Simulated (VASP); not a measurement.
Method: PBEsol GGA, VASP's PBE PAW potentials (set 64) (plane waves; VASP).

A VASP calculation is set up with these files.

**POSCAR**
```
Al3GaSb4
4.3533910
  0.0000000000   0.7071068367   0.7071068367
  0.7071068367   0.0000000000   0.7071068367
  2.8260243163   2.8260243163   0.0024030303
Ga Sb Al
1 4 3
Cartesian
  2.8259136177   2.8259136177   0.0025137289
  0.3511735231   0.3511735231   0.3559333137
  1.0592417590   1.0592417590   0.3549719142
  1.7668614070   1.7668614070   0.3544591029
  2.4748383142   2.4748383142   0.3535890327
  0.7053063198   0.7053063198   0.0018005170
  2.1201776425   2.1201776425   1.4153565409
  2.8284112712   2.8284112712   1.4142297485
```

**KPOINTS**
```
k-points along high-symmetry lines
12
Line-mode
Reciprocal
  0.000000   0.000000   0.000000 ! GAMMA
  0.000000   0.000000  -0.500000 ! T

  0.000000   0.000000  -0.500000 ! T
 -0.328125   0.328125  -0.500000 ! H_2

 -0.343750   0.328125  -0.187500 ! H_0
  0.000000   0.500000   0.500000 ! L

  0.000000   0.500000   0.500000 ! L
  0.000000   0.000000   0.000000 ! GAMMA

  0.000000   0.000000   0.000000 ! GAMMA
 -0.335938   0.335938   0.000000 ! S_0

 -0.335938   0.328125  -0.343750 ! S_2
 -0.500000   0.000000  -1.000000 ! F

 -0.500000   0.000000  -1.000000 ! F
  0.000000   0.000000   0.000000 ! GAMMA
```

INCAR:
```
SYSTEM = Al3GaSb4
PREC = Accurate; ENCUT = 400; LREAL = .FALSE.
LASPH = .TRUE.; ICHARG = 11
EDIFF = 1E-7; NELM = 100; ALGO = Normal
LMAXMIX = 4
ISMEAR = 0; SIGMA = 0.05
GGA = PS
LWAVE = .FALSE.; LCHARG = .FALSE.; LORBIT = 11
```

POTCAR, in this order: Ga_d Sb Al (PBE.64 set). Program: vasp_std. Read from the step before: CHGCAR.

What will the output report for the number of irreducible k-points (NKPTS), number of bands (NBANDS), largest plane-wave count, number of space-group operations, FFT grid (NGX, NGY, NGZ)?

| Property | Result |
|---|---|
| number of irreducible k-points (NKPTS) | 84 |
| number of bands (NBANDS) | 26 |
| largest plane-wave count | 4265 |
| number of space-group operations | 6 |
| FFT grid (NGX, NGY, NGZ) | 28 × 28 × 120 |

The structure was generated: Al3GaSb4 was put into an ordered model structure (R3m), which need not be its known phase. It was relaxed first.
